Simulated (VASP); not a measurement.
# Ti3Fe (P-6m2) in VASP: equation of state

Aim: energy against volume of Ti3Fe in PBE, for its equilibrium volume and stiffness.

Everything below comes from runs of VASP 6.6.1. Logs are shortened: lines on timing, memory, paths and dates and some standing lists are left out, and cuts for length are marked.

## (1) Starting point

Symmetry: P-6m2, No. 187, hexagonal system. Conventional cell: a = 2.999 Å, b = 2.999 Å, c = 8.042 Å, α = 90.00°, β = 90.00°, γ = 120.00°. Around Fe (site symmetry -6m2) lie 6 Ti at 2.45 Å. Ti (site symmetry 3m) has 3 Fe at 2.45 Å as nearest neighbours. Ti (site symmetry -6m2) is surrounded by 12 Ti at 2.87 to 3.00 Å.

The cell comes from a database or a generator and needn't be the stable form of this composition.

## (2) Equation of state, PBE, collinear spin, ferromagnetic start, 14.72 Å³/atom (volume scaled by 0.94)

Contents of INCAR:

```
  PREC = Accurate
  ENCUT = 520
  EDIFF = 1E-7
  ISMEAR = -1
  SIGMA = 0.05
  LREAL = False
  LASPH = True
  NELM = 150
  ALGO = Normal
  ISIF = 2
  LWAVE = False
  LCHARG = False
  ISPIN = 2
  MAGMOM = 3 1 1 1
  LORBIT = 11
  LMAXMIX = 4
  GGA = PE
  NBANDS = 34
```

Contents of KPOINTS:

```
Automatic mesh
0
Gamma
  10 10 4
```

Contents of POSCAR:

```
Ti3Fe
1.0
    2.9373527543      0.0000000000      0.0000000000
   -1.4686763771      2.5438221050      0.0000000000
    0.0000000000      0.0000000000      7.8773975296
Fe Ti
1 3
Direct
    0.6666666667      0.3333333333      0.0000000000
    0.3333333333      0.6666666667      0.7848850000
    0.3333333333      0.6666666667      0.2151150000
    0.6666666667      0.3333333333      0.5000000000
```

Potentials or basis: VASP PAW PBE potentials, release 64 (Fe, Ti_sv).

Command:

```console
> cat potpaw_PBE.64/Fe/POTCAR potpaw_PBE.64/Ti_sv/POTCAR > POTCAR
> mpirun -np 1 vasp_std > vasp.out
```

OUTCAR:

```text
PREC = Accurate
   ENCUT = 520
   EDIFF = 1E-7
   ISMEAR = -1
   LREAL = False
   LASPH = True
   NELM = 150
   ISIF = 2
   ISPIN = 2
   LORBIT = 11
   GGA = PE

 Found     42 irreducible k-points:

 Following reciprocal coordinates:
            Coordinates               Weight
  0.000000  0.000000  0.000000      1.000000
  0.100000  0.000000  0.000000      6.000000
  0.200000  0.000000  0.000000      6.000000
  0.300000 -0.000000  0.000000      6.000000
  0.400000  0.000000  0.000000      6.000000
  0.500000  0.000000  0.000000      3.000000
   k-points           NKPTS =     42   k-points in BZ     NKDIM =     42   number of bands    NBANDS=     34
   number of dos      NEDOS =    301   number of ions     NIONS =      4
   total plane-waves  NPLWV =  34560
   dimension x,y,z NGX =    24 NGY =   24 NGZ =   60
   dimension x,y,z NGXF=    48 NGYF=   48 NGZF=  120
   ions per type =               1   3
   NGX,Y,Z   is equivalent  to a cutoff of  13.58, 13.58, 12.66 a.u.
   NGXF,Y,Z  is equivalent  to a cutoff of  27.17, 27.17, 25.33 a.u.
 SYSTEM =  unknown system
   PREC   = accura    normal or accurate (medium, high low for compatibility)
   ISTART =      0    job   : 0-new  1-cont  2-samecut
   ICHARG =      2    charge: 1-file 2-atom 10-const
   ISPIN  =      2    spin polarized calculation?
   LNONCOLLINEAR =      F non collinear calculations
   LSORBIT =      F    spin-orbit coupling
   LASPH  =      T    aspherical Exc in radial PAW
   ENCUT  =  520.0 eV  38.22 Ry    6.18 a.u.   5.46  5.46 14.65*2*pi/ulx,y,z
   NELM   =    150;   NELMIN=  2; NELMDL= -5     # of ELM steps
   EDIFF  = 0.1E-06   stopping-criterion for ELM
   LREAL  =      F    real-space projection
   EDIFFG = 0.1E-05   stopping-criterion for IOM
   NSW    =      0    number of steps for IOM
   IBRION =     -1    ionic relax: 0-MD 1-quasi-New 2-CG
   NFREE  =      0    steps in history (QN), initial steepest desc. (CG)
   ISIF   =      2    stress and relaxation
   ISYM   =      2    0-nonsym 1-usesym 2-fastsym
   POTIM  = 0.5000    time-step for ionic-motion
   TEBEG  =    0.0;   TEEND  =   0.0 temperature during run
   PSTRESS=    0.0 pullay stress
   NELECT =      44.0000    total number of electrons
   NUPDOWN=      -1.0000    fix difference up-down
   EMIN   =  10.00;   EMAX   =-10.00  energy-range for DOS
   EFERMI =   0.00;   METHOD = LEGACY
   ISMEAR =    -1;   SIGMA  =   0.05  broadening in eV -4-tet -1-fermi 0-gaus
   EFERMI_NEDOS =   21; number of points for ismear=-14 and -15
   IALGO  =     38    algorithm
   IMIX   =      4    mixing-type and parameters
     AMIX     =   0.40;   BMIX     =  1.00
     AMIX_MAG =   1.60;   BMIX_MAG =  1.00
  volume/ion in A,a.u.               =      14.72        99.30
  Fermi-wavevector in a.u.,A,eV,Ry     =   1.485766  2.807691 30.034884  2.207502
  Thomas-Fermi vector in A             =   2.599137
   LORBIT       =     11    0 simple, 1 ext, 2 COOP (PROOUT), +10 PAW based schemes
   GGA     = PE    functional components
   LHFCALC =     F    Hartree Fock is set to
   AEXX    =    0.0000 exact exchange contribution
   IVDW    =     0    specifies the selected vdW correction
   LEPSILON=     F    determine dielectric tensor
   LRPA    =     F    only Hartree local field effects (RPA)
 spin polarized calculation
  energy-cutoff  :      520.00
  volume of cell :       58.86
 maximum number of plane-waves:      1619
 NGX is ok and might be reduce to    24
   NGX = 11   NGY = 11   NGZ = 29

 number of electron      43.9999997 magnetization       0.1035840

 Free energy of the ion-electron system (eV)
  ---------------------------------------------------
  ext. energy  EPLUGINS =         0.00000000
  ---------------------------------------------------
  free energy    TOTEN  =       -31.53282333 eV

  energy without entropy =      -31.49908288  energy(sigma->0) =      -31.51595310

 E-fermi :   8.7327     XC(G=0): -12.1356

 val. band max:        8.7201470486   @ k =   0.5000   0.0000   0.2500
 cond. band min:       8.7331866171   @ k =   0.0000   0.0000   0.0000
 fundamental gap:      0.0130395685
 Fermi energy:         8.7327173719

 spin component 1

 k-point     1 :       0.0000    0.0000    0.0000
  band No.  band energies     occupation
      1     -48.0304      1.00000
      2     -47.9725      1.00000
      3     -47.9019      1.00000
      4     -24.5585      1.00000
      5     -24.2956      1.00000
      6     -24.0156      1.00000
[... 26 lines left out ...]
     33      11.7861      0.00000
     34      11.9513      0.00000

 k-point     2 :       0.1000    0.0000    0.0000
  band No.  band energies     occupation
      1     -48.0207      1.00000
      2     -47.9658      1.00000
      3     -47.8976      1.00000
      4     -24.5433      1.00000
      5     -24.2979      1.00000
      6     -24.0590      1.00000
[... 26 lines left out ...]
     33      11.7598      0.00000
     34      11.8435      0.00000

 k-point     3 :       0.2000    0.0000    0.0000
  band No.  band energies     occupation
      1     -47.9947      1.00000
      2     -47.9482      1.00000
      3     -47.8871      1.00000
      4     -24.5063      1.00000
      5     -24.3199      1.00000
      6     -24.1707      1.00000
[... 26 lines left out ...]
     33      11.9880      0.00000
     34      12.0064      0.00000

 k-point     4 :       0.3000   -0.0000    0.0000
  band No.  band energies     occupation
      1     -47.9605      1.00000
      2     -47.9263      1.00000
      3     -47.8760      1.00000
      4     -24.4871      1.00000
      5     -24.3967      1.00000
      6     -24.3006      1.00000
[... 26 lines left out ...]
     33      12.1592      0.00000
     34      12.3578      0.00000

 k-point     5 :       0.4000    0.0000    0.0000
  band No.  band energies     occupation
      1     -47.9295      1.00000
      2     -47.9085      1.00000
      3     -47.8700      1.00000
      4     -24.5318      1.00000
      5     -24.4945      1.00000
      6     -24.3999      1.00000
[... 26 lines left out ...]
     33      12.4841      0.00000
     34      12.5571      0.00000

 k-point     6 :       0.5000    0.0000    0.0000
  band No.  band energies     occupation
      1     -47.9160      1.00000
      2     -47.9016      1.00000
      3     -47.8695      1.00000
      4     -24.5623      1.00000
      5     -24.5361      1.00000
      6     -24.4376      1.00000
[... 26 lines left out ...]
     33      12.5086      0.00000
     34      12.5245      0.00000

 [... further k-points ...]

 spin component 2

 k-point     1 :       0.0000    0.0000    0.0000
  band No.  band energies     occupation
      1     -48.0508      1.00000
      2     -48.0081      1.00000
      3     -47.9059      1.00000
      4     -24.5688      1.00000
      5     -24.3334      1.00000
      6     -24.0439      1.00000
[... 26 lines left out ...]
     33      11.7862      0.00000
     34      11.9358      0.00000

 k-point     2 :       0.1000    0.0000    0.0000
  band No.  band energies     occupation
      1     -48.0414      1.00000
      2     -48.0014      1.00000
      3     -47.9014      1.00000
      4     -24.5535      1.00000
      5     -24.3344      1.00000
      6     -24.0889      1.00000
[... 26 lines left out ...]
     33      11.7537      0.00000
     34      11.8447      0.00000

 k-point     3 :       0.2000    0.0000    0.0000
  band No.  band energies     occupation
      1     -48.0163      1.00000
      2     -47.9838      1.00000
      3     -47.8899      1.00000
      4     -24.5163      1.00000
      5     -24.3497      1.00000
      6     -24.2046      1.00000
[... 26 lines left out ...]
     33      11.9925      0.00000
     34      12.0018      0.00000

 k-point     4 :       0.3000   -0.0000    0.0000
  band No.  band energies     occupation
      1     -47.9840      1.00000
      2     -47.9619      1.00000
      3     -47.8770      1.00000
      4     -24.5005      1.00000
      5     -24.4151      1.00000
      6     -24.3344      1.00000
[... 26 lines left out ...]
     33      12.1619      0.00000
     34      12.2989      0.00000

 k-point     5 :       0.4000    0.0000    0.0000
  band No.  band energies     occupation
      1     -47.9561      1.00000
      2     -47.9441      1.00000
      3     -47.8679      1.00000
      4     -24.5537      1.00000
      5     -24.5121      1.00000
      6     -24.4251      1.00000
[... 26 lines left out ...]
     33      12.4793      0.00000
     34      12.5553      0.00000

 k-point     6 :       0.5000    0.0000    0.0000
  band No.  band energies     occupation
      1     -47.9449      1.00000
      2     -47.9373      1.00000
      3     -47.8651      1.00000
      4     -24.5868      1.00000
      5     -24.5543      1.00000
      6     -24.4596      1.00000
[... 26 lines left out ...]
     33      12.4933      0.00000
     34      12.5201      0.00000

 [... further k-points ...]

------------------------ aborting loop because EDIFF is reached ----------------------------------------

  FORCE on cell =-STRESS in cart. coord.  units (eV):
  Direction    XX          YY          ZZ          XY          YZ          ZX
  --------------------------------------------------------------------------------------
  -------------------------------------------------------------------------------------
  Total        3.1648618      3.1648618      3.7530115      0.0000000     -0.0000000     -0.0000000
  in kB       86.1469153     86.1469153    102.1562340      0.0000000     -0.0000000     -0.0000000
  external PRESSURE =      91.4833548 kB  Pullay stress =       0.0000000 kB

 VOLUME and BASIS-vectors are now :
 -----------------------------------------------------------------------------
  energy-cutoff  :      520.00
  volume of cell :       58.86
      direct lattice vectors                 reciprocal lattice vectors
     2.937352754  0.000000000  0.000000000     0.340442597  0.196554625  0.000000000
    -1.468676377  2.543822105  0.000000000     0.000000000  0.393109250  0.000000000
     0.000000000  0.000000000  7.877397530     0.000000000  0.000000000  0.126945479

 POSITION                                       TOTAL-FORCE (eV/Angst)
 -----------------------------------------------------------------------------------
      1.46868      0.84794      0.00000        -0.000000     -0.000000      0.000000
     -0.00000      1.69588      6.18285        -0.000000      0.000000     -0.161492
     -0.00000      1.69588      1.69455        -0.000000      0.000000      0.161492
      1.46868      0.84794      3.93870         0.000000     -0.000000      0.000000
 -----------------------------------------------------------------------------------
    total drift:                                0.000000     -0.000000     -0.000000

  FREE ENERGIE OF THE ION-ELECTRON SYSTEM (eV)
  ---------------------------------------------------
  free  energy   TOTEN  =       -31.5328233275 eV

  energy  without entropy=      -31.4990828800  energy(sigma->0) =      -31.51595310

 total charge

# of ion       s       p       d       tot
------------------------------------------
    1        0.535   0.452   6.522   7.510
    2        2.274   6.162   1.983  10.419
    3        2.274   6.162   1.983  10.419
    4        2.257   6.128   1.913  10.298
--------------------------------------------------
tot          7.340  18.904  12.402  38.646

 magnetization (x)

# of ion       s       p       d       tot
------------------------------------------
    1       -0.001  -0.004   0.189   0.183
    2       -0.001  -0.002  -0.038  -0.040
    3       -0.001  -0.002  -0.038  -0.040
    4        0.000   0.001   0.012   0.012
--------------------------------------------------
tot         -0.002  -0.007   0.125   0.116
```

It took 3.6 min on 1 thread of AMD EPYC 9R45 (Zen 5), shared host; peak memory 0.26 GiB.

What came out:

| Item | Value |
| --- | --- |
| Free energy | -31.5328 eV |
| Pressure | 9.1 GPa |
| Largest force | 0.161 eV/Å |
| Band gap on the k mesh | none (metal or under the smearing width) |
| Net moment | 0.10 μB per cell |
| Site moments | Fe +0.18; Ti -0.04, +0.01 μB |
| Valence electrons inside the program's atomic spheres | Fe 7.51; Ti 10.42, 10.30 |

(Continued in part 2 of 2.)
